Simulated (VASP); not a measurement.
YPdF:

```
Y Pd F
1.0
     3.85167    0.00000    0.00000
    -1.92583    3.33564    0.00000
     0.00000    0.00000    4.36427
Y Pd F
1 1 1
Direct
  0.00000 0.00000 0.00000
  0.66667 0.33333 0.50000
  0.33333 0.66667 0.50000
```

The cell was built by a generator and needn't be a form met in nature.

* Program: VASP 6.6.1
* Task: relaxation of cell and atoms
* Functional: PBE
* Potentials or basis: VASP PAW PBE potentials, release 64 (Y_sv, Pd, F)
* Cutoff: 600 eV
* k mesh: 8 × 8 × 6
* Occupations: gaussian, width 0.05 eV
* Spin: no spin polarisation

At the start: pressure 2.6 GPa; volume 18.69 Å³/atom.

Q: Where does the relaxation end?

A: Over 19 steps the energy falls by 456.2 meV/atom and the volume is 17.62 Å³/atom (-5.7 %); space group P-6m2 (No. 187, to 0.05 Å).

The path:
```csv
step,energy change (eV),largest force (eV/Å),pressure (GPa),volume (Å³)
1,0.0000,0.0000,2.61,56.07
2,-0.4574,0.0000,-2.20,58.36
3,-0.9858,0.0000,-10.64,62.63
4,-1.0023,0.0000,-8.33,61.47
5,-1.2700,0.0000,-6.15,57.63
6,-1.3144,0.0000,-4.76,56.13
7,-1.3137,0.0000,-1.42,53.06
8,-1.3298,0.0000,-3.22,54.61
9,-1.3297,0.0000,-3.41,54.78
10,-1.3635,0.0000,-0.88,53.22
11,-1.3669,0.0000,0.63,52.42
12,-1.3671,0.0000,0.39,52.55
13,-1.3671,0.0000,0.30,52.59
14,-1.3677,0.0000,0.16,52.69
15,-1.3683,0.0000,-0.04,52.85
16,-1.3679,0.0000,-0.44,53.16
17,-1.3684,0.0000,-0.12,52.94
18,-1.3684,0.0000,-0.16,52.95
19,-1.3685,0.0000,0.02,52.86
```

Final structure:
```
Y Pd F
1.0
     4.33965    0.00000    0.00000
    -2.16982    3.75825    0.00000
     0.00000    0.00000    3.24107
Y Pd F
1 1 1
Direct
  0.00000 0.00000 0.00000
  0.66667 0.33333 0.50000
  0.33333 0.66667 0.50000
```
